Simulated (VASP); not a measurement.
A run of VASP 6.6.1 is set up as follows.

INCAR

```
  PREC = Accurate
  ENCUT = 520
  EDIFF = 1E-6
  ISMEAR = 0
  SIGMA = 0.1
  LREAL = F
  LASPH = T
  NELM = 60
  ALGO = Fast
  ISIF = 2
  LWAVE = F
  LCHARG = F
  GGA = PE
  NBANDS = 29
```

File KPOINTS:

```
regular mesh
0
Gamma
  8 8 8
```

Contents of POSCAR:

```
CaOs4
1.0
    4.4836251713      0.0000000000      0.0000000000
    0.0000000000      4.4836251713      0.0000000000
    0.0000000000      0.0000000000      4.4836251713
Ca Os
1 4
Direct
    0.0000000000      0.0000000000      0.0000000000
    0.5000000000      0.0000000000      0.0000000000
    0.0000000000      0.5000000000      0.0000000000
    0.0000000000      0.0000000000      0.5000000000
    0.5000000000      0.5000000000      0.5000000000
```

Potentials or basis: VASP PAW PBE potentials, release 64 (Ca_sv, Os).

Command:

```bash
$ cat potpaw_PBE.64/Ca_sv/POTCAR potpaw_PBE.64/Os/POTCAR > POTCAR
$ mpirun -np 1 vasp_std > vasp.out
```

Estimate the pressure.

1.7 GPa.

What does it give for the band gap on the k mesh?

None (metal or under the smearing width).

Spin-orbit coupling is left out, which matters for the levels of Os.
